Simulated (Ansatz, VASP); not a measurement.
# W2N in two plane-wave programs, part 2 of 2

Aim: how closely do two programs agree when they are given the same cell, functional and k mesh? Of the first pair: The cell is taken from a series of runs on this material, whose earlier steps may have relaxed, scaled, displaced or heated it; both programs get it as it stands.

VASP 6.6.1 and Ansatz 0.2.0.

So far. Step 4 (Comparison): The forces differ by 14 meV/Å r.m.s., which is 1.1 % of the r.m.s. force of 1.312 eV/Å (both taken over all components). With vacuum in the cell, a pressure given here is an average over mostly empty space and none of the material.

## (6) VASP: single point, PBE, start cell, pair 2

Level of this step: PBE, no spin polarisation; plane waves and PAW (N, W) (VASP).

The same cell, functional, mesh and smearing now go to VASP, with its own data sets.

INCAR

```
SYSTEM = W2N
PREC = Accurate
ENCUT = 520
EDIFF = 1E-06
NELM = 120
ISMEAR = 1
SIGMA = 0.2
LREAL = .FALSE.
ALGO = Normal
GGA = PE
NBANDS = 14
LASPH = .TRUE.
LORBIT = 11
LWAVE = .FALSE.
LCHARG = .FALSE.
ISIF = 2
LDIPOL = .TRUE.
IDIPOL = 3
DIPOL = 0.5 0.5 0.338
LVHAR = .TRUE.
GGA_COMPAT = .FALSE.
NELMDL = -8
KPAR = 2
```

POSCAR

```
W2N
1.0
    2.6962834156      0.0000000000      0.0000000000
   -1.3481417078      2.3350499337      0.0000000000
    0.0000000000      0.0000000000     29.6237063742
N W
1 2
Direct
    0.0000000000      0.0000000000      0.3375674831
    0.3333333333      0.6666666667      0.3878861360
    0.6666666667      0.3333333333      0.2872488301
```

KPOINTS

```
Automatic mesh
0
Gamma
18 18 1
0 0 0
```

The projector-augmented-wave data sets are N and W (PBE family, release 64).

Run with:

```bash
$ mpirun -np 2 vasp_std
```

Numbers of over 12 decimals in the logs are rounded to 6 here.

Log:

```text
[... set-up lines as in an earlier step ...]
 entering main loop
       N       E                     dE             d eps       ncg     rms          rms(c)
DAV:   1     0.123323573527E+03    0.12332E+03   -0.57679E+03  1044   0.867E+02
DAV:   2    -0.186849529933E+02   -0.14201E+03   -0.13511E+03  1820   0.196E+02
DAV:   3    -0.343336620693E+02   -0.15649E+02   -0.15324E+02  1432   0.802E+01
DAV:   4    -0.347879280973E+02   -0.45427E+00   -0.45118E+00  1416   0.160E+01
[...]
DAV:  23    -0.313787563415E+02   -0.46640E-05   -0.15935E-07   764   0.140E-03    0.570E-04
DAV:  24    -0.313787577013E+02   -0.13598E-05   -0.53078E-08   704   0.806E-04    0.533E-04
DAV:  25    -0.313787581706E+02   -0.46929E-06   -0.12641E-08   596   0.425E-04
   1 F= -.31378758E+02 E0= -.31379206E+02  d E =0.134305E-02
```

From OUTCAR (step 6):

```text
  Total        4.9665596      4.9665596      0.8392804      0.0000000      0.0000000     -0.0000000
  in kB       42.6643495     42.6643495      7.2096896      0.0000000      0.0000000     -0.0000000
  external PRESSURE =      30.8461295 kB  Pullay stress =       0.0000000 kB

 POSITION                                       TOTAL-FORCE (eV/Angst)
 -----------------------------------------------------------------------------------
      0.00000      0.00000     10.00000         0.000000     -0.000000     -0.000000
     -0.00000      1.55670     11.49062         0.000000     -0.000000      0.291442
      1.34814      0.77835      8.50937        -0.000000      0.000000     -0.291442
 -----------------------------------------------------------------------------------
    total drift:                               -0.000000     -0.000000     -0.000012

  FREE ENERGIE OF THE ION-ELECTRON SYSTEM (eV)
  ---------------------------------------------------
  free  energy   TOTEN  =       -31.3787581706 eV

  energy  without entropy=      -31.3801012247  energy(sigma->0) =      -31.37920586

[... 3 further parts left out ...]
[key lines of the parts left out:]
E-fermi :  -2.6048
```

The run ends at a pressure of 3.08 GPa, with forces up to 0.29 eV/Å.

## (7) Differences

What differs besides the data sets and the points named for the pairs above, as far as they apply: the data sets hold 33 valence electrons in Ansatz (on its PAW soft_1 files) and 17 in VASP. Total energies have different zeros and are not compared.

Forces (eV/Å; atoms numbered as in POSCAR):

| atom | Ansatz x, y, z | VASP x, y, z |
| --- | --- | --- |
| N1 | 0.000, 0.000, 0.000 | 0.000, 0.000, 0.000 |
| W2 | 0.000, 0.000, 0.277 | 0.000, 0.000, 0.291 |
| W3 | 0.000, 0.000, -0.277 | 0.000, 0.000, -0.291 |

The forces differ by 6.6 meV/Å r.m.s., which is 4.8 % of the r.m.s. force of 0.137 eV/Å (both taken over all components). With vacuum in the cell, a pressure given here is an average over mostly empty space and none of the material.

## (8) Ansatz: relaxation, PBE

The two programs are compared at the cell with which this relaxation starts, whose forces are those of its first step.

The structure compared here is the start of the Ansatz relaxation; VASP solves that cell, so the two are compared at the walk's first step.

input.yaml

```yaml
crystal:
  lattice:
    - [2.8352670968, 0.0, 0.0]
    - [-1.4176335484, 2.4554133323, 0.0]
    - [0.0, 0.0, 29.6237063742]
  atoms:
    - { symbol: "N", position: [0.0, 0.0, 0.3375674831] }
    - { symbol: W, position: [0.3333333333, 0.6666666667, 0.385949036] }
    - { symbol: W, position: [0.6666666667, 0.3333333333, 0.2891859302] }
  periodic: [true, true, false]
kpoints:
  mp_grid: { grid: [18, 18, 1] }
hamiltonian:
  xc: pbe
  pseudopotentials: { kind: paw, azcp: { folder: soft_1 } }
scf:
  occupations: { method: methfessel_paxton, width: 0.2 }
output:
  forces: true
  stress: true
  eigenvalues: true
relax:
  adjacent_minimum: "off"
  f_tol: 0.001
  max_steps: 60
```

Run with:

```bash
$ ansatz run input.yaml --threads 4 --pin off --max-ram 16384MiB --backend cpu --events-out ev --progress --plain --runs-dir out
```

Log:

```text
[...]
Crystal: 3 atoms, lattice volume = 206.233 Å³
Basis set: ecut = 420 eV, 4059 PW (Γ), exchange–correlation on 40×40×400 points (8 copies of the dense FFT grid, shifted against one another)
Bands: 21, of which v1, the nominal top of the filled ones, is band 17 counted from 1 (16 counted from 0)
Symmetry: 12 space group operations
[...]
--- Relaxed structure (4 steps of the walk, 4 accepted, 0 SCFs on fresh bases) ---
  F+E_penalty+E_count = -21152.91485496 eV   max|allowed force component| = 3.071e-4 eV/Å
  cell:  # Å, volume = 206.2329 Å³
    - [2.835267, 0.0, 0.0]
    - [-1.417634, 2.455413, 0.0]
    - [0.0, 0.0, 29.6237063742]
  atoms:
    - { symbol: N, position: [0, 0, 0.337567] }
    - { symbol: W, position: [0.333333, 0.666667, 0.385094] }
    - { symbol: W, position: [0.666667, 0.333333, 0.290041] }
[key lines of the parts left out:]
SCF converged after 4 iterations
Free energy (F): -21152.914855 eV
Fermi energy:    -5.202606 eV
P = ½ c Tr σ = -5.5031 N/m
```

## (9) VASP: single point, PBE, start cell, pair 3

The same cell, functional, mesh and smearing now go to VASP, with its own data sets.

INCAR is that of step 6.

POSCAR

```
W2N
1.0
    2.8352670968      0.0000000000      0.0000000000
   -1.4176335484      2.4554133323      0.0000000000
    0.0000000000      0.0000000000     29.6237063742
N W
1 2
Direct
    0.0000000000      0.0000000000      0.3375674831
    0.3333333333      0.6666666667      0.3859490388
    0.6666666667      0.3333333333      0.2891859274
```

KPOINTS is that of step 6.

Run with:

```bash
$ mpirun -np 2 vasp_std
```

Log:

```text
[... set-up lines as in an earlier step ...]
 entering main loop
       N       E                     dE             d eps       ncg     rms          rms(c)
DAV:   1     0.117460378572E+03    0.11746E+03   -0.54241E+03  1036   0.846E+02
DAV:   2    -0.186652203340E+02   -0.13613E+03   -0.12925E+03  1902   0.184E+02
DAV:   3    -0.345834793354E+02   -0.15918E+02   -0.15535E+02  1464   0.780E+01
DAV:   4    -0.351229078560E+02   -0.53943E+00   -0.53302E+00  1436   0.167E+01
[...]
DAV:  23    -0.314210693759E+02   -0.32699E-05   -0.11638E-07   676   0.112E-03    0.558E-04
DAV:  24    -0.314210717979E+02   -0.24220E-05   -0.79377E-08   638   0.802E-04    0.220E-04
DAV:  25    -0.314210722919E+02   -0.49400E-06   -0.18277E-08   548   0.396E-04
   1 F= -.31421072E+02 E0= -.31421553E+02  d E =0.144256E-02
```

From OUTCAR (step 9):

```text
  Total       -3.7083515     -3.7083515     -1.0103227      0.0000000      0.0000000      0.0000000
  in kB      -28.8093521    -28.8093521     -7.8489707      0.0000000      0.0000000      0.0000000
  external PRESSURE =     -21.8225583 kB  Pullay stress =       0.0000000 kB

 POSITION                                       TOTAL-FORCE (eV/Angst)
 -----------------------------------------------------------------------------------
      0.00000      0.00000     10.00000         0.000000      0.000000      0.000000
     -0.00000      1.63694     11.43324        -0.000000      0.000000     -0.341859
      1.41763      0.81847      8.56676         0.000000     -0.000000      0.341859
 -----------------------------------------------------------------------------------
    total drift:                                0.000000      0.000000     -0.000021

  FREE ENERGIE OF THE ION-ELECTRON SYSTEM (eV)
  ---------------------------------------------------
  free  energy   TOTEN  =       -31.4210722919 eV

  energy  without entropy=      -31.4225148556  energy(sigma->0) =      -31.42155315

[... 1 part as in an earlier step ...]

[... 2 further parts left out ...]
[key lines of the parts left out:]
E-fermi :  -2.7029
```

The run ends at a pressure of -2.18 GPa, with forces up to 0.34 eV/Å.

## (10) Differences

What differs besides the data sets and the points named for the pairs above, as far as they apply: the data sets hold 33 valence electrons in Ansatz (on its PAW soft_1 files) and 17 in VASP. Total energies have different zeros and are not compared.

Forces (eV/Å; atoms numbered as in POSCAR):

| atom | Ansatz x, y, z | VASP x, y, z |
| --- | --- | --- |
| N1 | 0.000, 0.000, 0.000 | 0.000, 0.000, 0.000 |
| W2 | 0.000, 0.000, -0.304 | 0.000, 0.000, -0.342 |
| W3 | 0.000, 0.000, 0.304 | 0.000, 0.000, 0.342 |

The forces differ by 18 meV/Å r.m.s., which is 11.2 % of the r.m.s. force of 0.161 eV/Å (both taken over all components). With vacuum in the cell, a pressure given here is an average over mostly empty space and none of the material.

## (11) What the set-up changes

Further runs change the set-up of one program: Ansatz's method, potentials or start, or VASP's data sets, cutoff or form of LDA. The table gives that difference for each run.

| run | r.m.s. force difference (meV/Å) |
| --- | --- |
| as above | 18 |
| VASP with the data sets N and W_sv | 39 |

## (12) Summary of results

```yaml
r_m_s_force_difference_single_point_pbe_pair_1: 1.1 % of the r.m.s. force
r_m_s_force_difference_single_point_pbe_start_cell_pair_2: 6.6 meV/Å
r_m_s_force_difference_single_point_pbe_start_cell_pair_3: 18 meV/Å
```

What this shows: The r.m.s. force difference is 18 meV/Å (single point, PBE, start cell, pair 3), beyond the 12 meV/Å picked in this series as the mark of a large difference. The data sets hold unlike numbers of valence electrons (33 in Ansatz and 17 in VASP), so part of the differences comes from the potentials. Single point, PBE, start cell, pair 3, VASP with the data sets N and W_sv: r.m.s. force difference goes from 18 to 39 meV/Å. 12 further runs of this series are not shown here. How closely two codes agree says nothing of how well the functional describes the real material.

[Lines on the potential files, build, host, timing and source positions are cut from VASP's logs without a mark.]

[Logs are printed without paths, hosts, clocks, repeated set-up lines and the standing remarks that a program may print on its own settings, such as how far it seeks lower states.]

[Hosts, paths, dates, database ids (printed as entryN), source tags and the programs' standing remarks are cut or masked in the printed files.]
